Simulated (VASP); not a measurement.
Input:

```yaml
crystal:
  lattice:
    - [5.33006, -1.65377, 0.00000]
    - [5.33006, 1.65377, 0.00000]
    - [-2.14888, 0.00000, 4.29322]
  atoms:
    - { symbol: Li, position: [0.36670, 0.36670, 0.61646] }
    - { symbol: Li, position: [0.63330, 0.63330, 0.38354] }
    - { symbol: Mg, position: [0.11540, 0.11540, 0.86455] }
    - { symbol: Mg, position: [0.88460, 0.88460, 0.13545] }
```

The numbers are results of LDA (Ceperley-Alder, Perdew-Zunger), VASP's LDA PAW potentials (set 64) (plane waves; VASP 6.6.1), not measurements. Numerical set-up: 400 eV cut-off, 7×7×5 Γ-centred mesh, Fermi-Dirac smearing of 0.050 eV, potentials Li_sv Mg.

At this cut-off the stress carries a Pulay error, which pulls relaxed volumes low.

Give the stress tensor in GPa (positive for a compressed cell).

```
-1.28   0.00   0.26
 0.00  -1.71   0.00
 0.26   0.00  -2.06
```
The pressure is its mean diagonal, -1.68 GPa.

The structure comes from a computed database's LiMg entry; how it stands against other phases isn't given here. The cell was not relaxed at this level.
